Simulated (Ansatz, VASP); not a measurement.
## Sn2Bi3O3 in VASP and in Ansatz

```
Sn Bi O
1.0
     5.28190    0.00000    0.00000
    -2.64095    4.57426    0.00000
     0.00000    0.00000    9.31884
Sn Bi O
2 3 3
Direct
  0.00000 0.00000 0.14442
  0.00000 0.00000 0.85558
  0.33333 0.66667 0.50000
  0.66667 0.33333 0.50000
  0.00000 0.00000 0.50000
  0.50000 0.00000 0.00000
  0.00000 0.50000 0.00000
  0.50000 0.50000 0.00000
```

Alike in both runs: functional PBE; k mesh 4 × 4 × 2; occupations gaussian, width 0.2 eV; no spin polarisation.

Ansatz relaxed the structure, and its values are those at the end. VASP's run is a single point on that final structure, the one shown.

|  | VASP | Ansatz |
| --- | --- | --- |
| version | VASP 6.6.1 | Ansatz 0.2.0 |
| potentials or method | VASP PAW PBE potentials, release 64 (Sn_d, Bi_d, O) | scalar-relativistic, plane waves, PAW |
| plane-wave cutoff (eV) | 520 | 420 |
| valence electrons in the cell | 91 | 91 |

|  | VASP | Ansatz | Ansatz less VASP |
| --- | --- | --- | --- |
| gap on the k mesh at the Fermi level (eV) | none | none | - |
| pressure (GPa) | 0.1 | 0.2 | +0.10 |

A gap of «none» marks a metal or a gap that the smearing closes. The functional is the same, so the differences come from potentials, cutoffs and numerics.

Caveats: spin-orbit coupling is left out, which moves the levels of the heavy elements; an odd number of electrons without spin polarisation forces a metal; a magnetic or distorted state may lie lower.
